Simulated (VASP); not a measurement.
Consider the following.

```yaml
crystal:
  lattice:
    - [5.44595, 0.00000, 0.00000]
    - [0.00000, 5.44595, 0.00000]
    - [0.00000, 0.00000, 5.44595]
  atoms:
    - { symbol: C, position: [0.00000, 0.00000, 0.00000] }
    - { symbol: C, position: [0.50000, 0.00000, 0.50000] }
    - { symbol: C, position: [0.50000, 0.50000, 0.00000] }
    - { symbol: C, position: [0.00000, 0.50000, 0.50000] }
    - { symbol: O, position: [0.12254, 0.12254, 0.12254] }
    - { symbol: O, position: [0.87746, 0.87746, 0.87746] }
    - { symbol: O, position: [0.37746, 0.87746, 0.62254] }
    - { symbol: O, position: [0.62254, 0.12254, 0.37746] }
    - { symbol: O, position: [0.62254, 0.37746, 0.87746] }
    - { symbol: O, position: [0.37746, 0.62254, 0.12254] }
    - { symbol: O, position: [0.87746, 0.62254, 0.37746] }
    - { symbol: O, position: [0.12254, 0.37746, 0.62254] }
```

Method: PBE GGA, VASP's PBE PAW potentials (set 64) (plane waves; VASP). Settings: 400 eV cut-off, 5×5×5 Γ-centred mesh, Gaussian smearing of 0.020 eV, potentials C O.

At this cut-off the stress carries a Pulay error, which pulls relaxed volumes low.

### Question
Which forces act on the atoms, in eV/Å?

### Answer

```json
[
 {"atom": "C1", "Fx": "0.000", "Fy": "0.000", "Fz": "0.000"},
 {"atom": "C2", "Fx": "0.000", "Fy": "0.000", "Fz": "0.000"},
 {"atom": "C3", "Fx": "0.000", "Fy": "0.000", "Fz": "0.000"},
 {"atom": "C4", "Fx": "0.000", "Fy": "0.000", "Fz": "0.000"},
 {"atom": "O5", "Fx": "1.130", "Fy": "1.130", "Fz": "1.130"},
 {"atom": "O6", "Fx": "-1.130", "Fy": "-1.130", "Fz": "-1.130"},
 {"atom": "O7", "Fx": "-1.130", "Fy": "-1.130", "Fz": "1.130"},
 {"atom": "O8", "Fx": "1.130", "Fy": "1.130", "Fz": "-1.130"},
 {"atom": "O9", "Fx": "1.130", "Fy": "-1.130", "Fz": "-1.130"},
 {"atom": "O10", "Fx": "-1.130", "Fy": "1.130", "Fz": "1.130"},
 {"atom": "O11", "Fx": "-1.130", "Fy": "1.130", "Fz": "-1.130"},
 {"atom": "O12", "Fx": "1.130", "Fy": "-1.130", "Fz": "1.130"}
]
```

### Question
Give the stress tensor in GPa (positive for a compressed cell).

### Answer

```
2.86  0.00  0.00
0.00  2.86  0.00
0.00  0.00  2.86
```
The pressure is its mean diagonal, 2.86 GPa.

The structure comes from a computed database's CO2 entry; how it stands against other phases isn't given here. The cell was not relaxed at this level.
